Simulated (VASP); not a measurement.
Level of theory: PBE GGA, VASP's PBE PAW potentials (set 64) (plane waves; VASP).

The input files of a VASP run:

POSCAR:
```
Zn
1
    2.6600000000     0.0000000000     0.0000000000
   -1.3300000000     2.3036280000     0.0000000000
    0.0000000000     0.0000000000     4.9500000000
Zn
2
Direct
  0.6666670000   0.3333330000   0.7500000000
  0.3333330000   0.6666670000   0.2500000000
```

INCAR:
```
! general
SYSTEM  = Zn
PREC    = Accurate
ENCUT   = 480   ! plane-wave cut-off (eV)
LREAL   = F   ! projection in real space or not
LASPH   = T   ! aspherical one-centre terms

! electronic loop
EDIFF   = 1E-6
NELM    = 100
ALGO    = Normal   ! blocked Davidson
LMAXMIX = 4   ! l cut-off of mixed one-centre charges

! smearing
ISMEAR  = 1
SIGMA   = 0.1

! functional
GGA     = PE   ! PBE

! ions
IBRION  = 2   ! conjugate gradients
NSW     = 60
ISIF    = 3
EDIFFG  = -0.01   ! ionic stop

! output
LWAVE   = F
LCHARG  = F
```

KPOINTS:
```
K-points
0
Gamma
 14 14 7
```

POTCAR, in this order: Zn (PBE.64 set). Program: vasp_std.

Problem. What will the output report for the number of irreducible k-points (NKPTS), largest plane-wave count, number of space-group operations, FFT grid (NGX, NGY, NGZ)?

Solution. 
```json
{
 "number of irreducible k-points (NKPTS)": "96",
 "largest_plane_wave_count": "738",
 "number_of_space_group_operations": "24",
 "FFT grid (NGX, NGY, NGZ)": "20 × 20 × 36"
}
```

The compound is Zn in the hcp structure. This run relaxes it. Symmetry was kept, so distortions that lower it aren't found.
